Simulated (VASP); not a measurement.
Consider the following.

```
CELL_PARAMETERS angstrom
      2.16691    -3.74072     0.00000
      2.16691     3.74072     0.00000
      0.00000     0.00000     7.18797
ATOMIC_POSITIONS crystal
  Cd 0.66667 0.33333 0.50000
  Cd 0.33333 0.66667 0.00000
  Se 0.66667 0.33333 0.87600
  Se 0.34235 0.67568 0.37600
```

The numbers are results of PBE GGA, VASP's PBE PAW potentials (set 64) (plane waves; VASP), not measurements. Settings: 400 eV cut-off, 5×5×3 Γ-centred mesh, Gaussian smearing of 0.010 eV, potentials Cd Se.

Question: Give the stress tensor in GPa (positive for a compressed cell).

Answer: 
```
 1.38   0.34   0.20
 0.34   1.59   0.01
 0.20   0.01  -0.09
```
The pressure is its mean diagonal, 0.96 GPa.

The compound is CdSe in the wurtzite structure. The cell was not relaxed at this level, atoms are displaced from their ideal sites. The run is one of a series of settings (SIGMA = 0.01 against the base run), some of them coarse on purpose.
